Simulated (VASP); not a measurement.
All values below come from PW91 GGA, VASP's PBE PAW potentials (set 64) (plane waves; VASP).

A VASP calculation is set up with these files.

### INCAR
```
SYSTEM=Lu
PREC=Accurate; ENCUT=520; LREAL=.FALSE.
LASPH=.TRUE.
EDIFF=1E-7; NELM=100; ALGO=Normal
LMAXMIX=6
ISMEAR=1; SIGMA=0.1
GGA=91
IBRION=2; NSW=30; ISIF=4
EDIFFG=-0.01
LWAVE=.FALSE.; LCHARG=.FALSE.
```

**KPOINTS**
```
K-points
0
G
  12 12 7
0 0 0
```

### POSCAR
```
Lu
1
    1.7721489790    -3.0694521585     0.0000000000
    1.7721489790     3.0694521585     0.0000000000
    0.0000000000     0.0000000000     5.5255283092
Lu
2
Direct
  0.3333330000   0.6666670000   0.2500000000
  0.6666670000   0.3333330000   0.7500000000
```

POTCAR, in this order: Lu_3 (PBE.64 set). Program: vasp_std.

What VASP printed:

**OUTCAR**
```
 ion  position               nearest neighbor table
   1  0.333  0.667  0.250-   2 3.44   2 3.44   2 3.44   2 3.44   2 3.44   2 3.44
   2  0.667  0.333  0.750-   1 3.44   1 3.44   1 3.44   1 3.44   1 3.44   1 3.44
  LATTYP: Found a hexagonal cell.
 ALAT       =     3.5442980345
 C/A-ratio  =     1.5589908793
 Subroutine PRICEL returns:
 Original cell was already a primitive cell.
 Subroutine GETGRP returns: Found 24 space group operations
The static configuration has the point symmetry D_3d.
 The point group associated with its full space group is D_6h.
The dynamic configuration has the point symmetry D_3d.
 Subroutine INISYM returns: Found 24 space group operations
 Subroutine IBZKPT returns following result:
 Found     76 irreducible k-points:

 Following reciprocal coordinates:
            Coordinates               Weight
  0.000000  0.000000  0.000000      1.000000
  0.083333  0.000000  0.000000      6.000000
  0.166667  0.000000  0.000000      6.000000
  0.250000 -0.000000  0.000000      6.000000
  0.333333  0.000000  0.000000      6.000000
  0.416667  0.000000  0.000000      6.000000
  0.500000 -0.000000  0.000000      3.000000
  0.083333  0.083333  0.000000      6.000000
  0.166667  0.083333  0.000000     12.000000
  0.250000  0.083333  0.000000     12.000000
  0.333333  0.083333  0.000000     12.000000
  0.416667  0.083333  0.000000     12.000000
  0.166667  0.166667  0.000000      6.000000
  0.250000  0.166667  0.000000     12.000000
  0.333333  0.166667  0.000000     12.000000
  0.416667  0.166667  0.000000      6.000000
  0.250000  0.250000  0.000000      6.000000
  0.333333  0.250000  0.000000     12.000000
  0.333333  0.333333  0.000000      2.000000
  0.000000  0.000000  0.142857      2.000000
  0.083333  0.000000  0.142857     12.000000
  0.166667  0.000000  0.142857     12.000000
  0.250000 -0.000000  0.142857     12.000000
  0.333333  0.000000  0.142857     12.000000
  0.416667  0.000000  0.142857     12.000000
  0.500000 -0.000000  0.142857      6.000000
  0.083333  0.083333  0.142857     12.000000
  0.166667  0.083333  0.142857     24.000000
  0.250000  0.083333  0.142857     24.000000
  0.333333  0.083333  0.142857     24.000000
  0.416667  0.083333  0.142857     24.000000
  0.166667  0.166667  0.142857     12.000000
  0.250000  0.166667  0.142857     24.000000
  0.333333  0.166667  0.142857     24.000000
  0.416667  0.166667  0.142857     12.000000
  0.250000  0.250000  0.142857     12.000000
  0.333333  0.250000  0.142857     24.000000
  0.333333  0.333333  0.142857      4.000000
  0.000000  0.000000  0.285714      2.000000
  0.083333  0.000000  0.285714     12.000000
   k-points           NKPTS =     76   k-points in BZ     NKDIM =     76   number of bands    NBANDS=     13
   number of dos      NEDOS =    301   number of ions     NIONS =      2
   total plane-waves  NPLWV =  32928
   dimension x,y,z NGX =    28 NGY =   28 NGZ =   42
   dimension x,y,z NGXF=    56 NGYF=   56 NGZF=   84
   ions per type =               2
   PREC   = accura    normal or accurate (medium, high low for compatibility)
   ISTART =      0    job   : 0-new  1-cont  2-samecut
   ICHARG =      2    charge: 1-file 2-atom 10-const
   ISPIN  =      1    spin polarized calculation?
   LNONCOLLINEAR =      F non collinear calculations
   LSORBIT =      F    spin-orbit coupling
   INIWAV =      1    electr: 0-lowe 1-rand  2-diag
   ENCUT  =  520.0 eV  38.22 Ry    6.18 a.u.   6.59  6.59 10.27*2*pi/ulx,y,z
   NELM   =    100;   NELMIN=  2; NELMDL= -5     # of ELM steps
   EDIFF  = 0.1E-06   stopping-criterion for ELM
   LREAL  =      F    real-space projection
...
```

### OSZICAR
```
       N       E                     dE             d eps       ncg     rms          rms(c)
DAV:   1     0.444767263776E+02    0.44477E+02   -0.88683E+03  3554   0.149E+03
DAV:   2    -0.657537539953E+01   -0.51052E+02   -0.49939E+02  3371   0.706E+02
DAV:   3    -0.882038165444E+01   -0.22450E+01   -0.21445E+01  3504   0.611E+01
DAV:   4    -0.891309762603E+01   -0.92716E-01   -0.91172E-01  3733   0.104E+01
DAV:   5    -0.891523395680E+01   -0.21363E-02   -0.21368E-02  3338   0.136E+00    0.244E+01
DAV:   6    -0.889552213859E+01    0.19712E-01   -0.43000E-02  3319   0.452E+00    0.145E+01
DAV:   7    -0.890167241796E+01   -0.61503E-02   -0.81259E-02  3235   0.619E+00    0.399E-01
DAV:   8    -0.890154446634E+01    0.12795E-03   -0.60986E-03  3272   0.123E+00    0.776E-02
DAV:   9    -0.890156870128E+01   -0.24235E-04   -0.23800E-04  3472   0.239E-01    0.315E-02
DAV:  10    -0.890156573426E+01    0.29670E-05   -0.26008E-05  3358   0.815E-02    0.436E-02
DAV:  11    -0.890156586041E+01   -0.12616E-06   -0.23912E-06  3334   0.223E-02    0.218E-03
DAV:  12    -0.890156604054E+01   -0.18012E-06   -0.11686E-07  1952   0.755E-03    0.209E-03
DAV:  13    -0.890156603939E+01    0.11451E-08   -0.29155E-08  1783   0.101E-02
   1 F= -.89015660E+01 E0= -.89014487E+01  d E =-.890157E+01
       N       E                     dE             d eps       ncg     rms          rms(c)
DAV:   1    -0.890174388022E+01   -0.17784E-03   -0.57532E-03  3103   0.107E+00    0.584E-02
DAV:   2    -0.890166510567E+01    0.78775E-04   -0.17633E-04  3342   0.208E-01    0.333E-02
DAV:   3    -0.890162438798E+01    0.40718E-04   -0.44381E-05  3812   0.868E-02    0.184E-02
DAV:   4    -0.890162441526E+01   -0.27277E-07   -0.56182E-06  3345   0.210E-02    0.678E-03
DAV:   5    -0.890162437233E+01    0.42922E-07   -0.89955E-08  1641   0.859E-03
   2 F= -.89016244E+01 E0= -.89015045E+01  d E =-.583329E-04
       N       E                     dE             d eps       ncg     rms          rms(c)
DAV:   1    -0.890178438650E+01   -0.15997E-03   -0.73897E-03  3043   0.122E+00    0.659E-02
DAV:   2    -0.890168406747E+01    0.10032E-03   -0.22770E-04  3334   0.233E-01    0.378E-02
DAV:   3    -0.890163217134E+01    0.51896E-04   -0.56530E-05  3827   0.983E-02    0.210E-02
DAV:   4    -0.890163215762E+01    0.13727E-07   -0.72400E-06  3388   0.238E-02    0.780E-03
DAV:   5    -0.890163210492E+01    0.52691E-07   -0.12012E-07  1779   0.939E-03
   3 F= -.89016321E+01 E0= -.89015124E+01  d E =-.660655E-04
```

OUTCAR:
```
------------------------ aborting loop because EDIFF is reached ----------------------------------------
  FORCE on cell =-STRESS in cart. coord.  units (eV):
  Direction    XX          YY          ZZ          XY          YZ          ZX
  --------------------------------------------------------------------------------------
  Total       -0.4754697     -0.4754697     -0.4594255      0.0000000      0.0000000      0.0000000
  in kB      -12.6726813    -12.6726820    -12.2450552      0.0000000      0.0000000      0.0000000
  external PRESSURE =     -12.5301395 kB  Pullay stress =       0.0000000 kB
  volume of cell :       60.11
      direct lattice vectors                 reciprocal lattice vectors
     1.774331029 -3.073231577 -0.000000000     0.281796346 -0.162695192  0.000000000
     1.774331029  3.073231577  0.000000000     0.281796346  0.162695192  0.000000000
     0.000000000  0.000000000  5.511946220     0.000000000 -0.000000000  0.181424121
 POSITION                                       TOTAL-FORCE (eV/Angst)
 -----------------------------------------------------------------------------------
      1.77433      1.02441      1.37799         0.000000      0.000000      0.000000
      1.77433     -1.02441      4.13396        -0.000000      0.000000      0.000000
 -----------------------------------------------------------------------------------
    total drift:                               -0.000001      0.000071     -0.000012
  FREE ENERGIE OF THE ION-ELECTRON SYSTEM (eV)
  ---------------------------------------------------
  free  energy   TOTEN  =        -8.9016321049 eV

  energy  without entropy=       -8.9012730194  energy(sigma->0) =       -8.90151241

 reached required accuracy - stopping structural energy minimisation
```
(Selected blocks of OUTCAR.)

CONTCAR:
```
Lu
   1.00000000000000
     1.7743310293800618   -3.0732315766870455   -0.0000000000000000
     1.7743310293800618    3.0732315766870455    0.0000000000000000
     0.0000000000000000    0.0000000000000000    5.5119462202337886
  Lu
     2
Direct
     0.3333330000000032    0.6666669999999968    0.2500000000000000
     0.6666669999999968    0.3333330000000032    0.7500000000000000
```

The compound is Lu in the hcp structure. This cell is one point of a volume scan, at 1.03 of the reference volume. Symmetry was kept, so distortions that lower it aren't found.
